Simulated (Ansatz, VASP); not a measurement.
# Two plane-wave programs on Li2Bi

Contents of INCAR:

```
  PREC = Accurate
  ENCUT = 600
  EDIFF = 1E-6
  ISMEAR = 0
  SIGMA = 0.1
  LREAL = F
  LASPH = T
  NELM = 80
  ALGO = Normal
  ISIF = 3
  LWAVE = F
  LCHARG = F
  GGA = PE
  IBRION = 2
  NSW = 90
  EDIFFG = -0.04
```

Contents of KPOINTS:

```
regular mesh
0
Gamma
  4 4 4
```

The input POSCAR:

```
Li2Bi
1.0
    0.0000000000      3.8139552711      3.8139552711
    3.8139552711      0.0000000000      3.8139552711
    3.8139552711      3.8139552711      0.0000000000
Li Bi
4 2
Direct
    0.6250000000      0.6250000000      0.6250000000
    0.1250000000      0.6250000000      0.6250000000
    0.6250000000      0.6250000000      0.1250000000
    0.6250000000      0.1250000000      0.6250000000
    0.0000000000      0.0000000000      0.0000000000
    0.2500000000      0.2500000000      0.2500000000
```

Input for Ansatz:

```yaml
crystal:
  lattice:
    - [0.0, 3.8139552711, 3.8139552711]
    - [3.8139552711, 0.0, 3.8139552711]
    - [3.8139552711, 3.8139552711, 0.0]
  atoms:
    - { symbol: Li, position: [0.625, 0.625, 0.625] }
    - { symbol: Li, position: [0.125, 0.625, 0.625] }
    - { symbol: Li, position: [0.625, 0.625, 0.125] }
    - { symbol: Li, position: [0.625, 0.125, 0.625] }
    - { symbol: Bi, position: [0.0, 0.0, 0.0] }
    - { symbol: Bi, position: [0.25, 0.25, 0.25] }
basis:
  ecutwfc: 420
kpoints:
  mp_grid: { grid: [4, 4, 4] }
hamiltonian:
  xc: pbe
scf:
  occupations: { method: gaussian, width: 0.1 }
  lower_state_search: "off"
output:
  forces: true
  stress: true
  eigenvalues: true
relax:
  adjacent_minimum: "off"
  f_tol: 0.04
  max_steps: 70
  cell: { stress_tol: 0.4 }
```

Alike in both runs: task relaxation of cell and atoms; functional PBE; k mesh 4 × 4 × 4; occupations gaussian, width 0.1 eV; no spin polarisation.

```csv
,VASP,Ansatz
version,VASP 6.6.1,Ansatz 0.2.0
potentials or method,"VASP PAW PBE potentials, release 64 (Li_sv, Bi_d)","scalar-relativistic, plane waves, PAW"
plane-wave cutoff (eV),600,420
valence electrons in the cell,42,42
```

|  | VASP | Ansatz | Ansatz less VASP |
| --- | --- | --- | --- |
| gap on the k mesh at the Fermi level, each at its own relaxed structure (eV) | none | none | - |
| relaxed volume (Å³/atom) | 21.63 | 21.64 | +0.003 |
| relaxed cell length with the largest relative difference (Å) | 5.683 | 5.683 | +0.0003 |
| energy change over the relaxation (meV/atom) | -47 | -49 | -1.7 |

A gap of «none» marks a metal or a gap that the smearing closes.

Caveats: the cutoff is under 1.25 times the usual one of these potentials, so pressure, stress and relaxed cells hold a basis-set (Pulay) error (VASP); the volume moved by over 15 % at a fixed basis, so the end points are rough (VASP); spin-orbit coupling is left out, which moves the levels of the heavy elements.
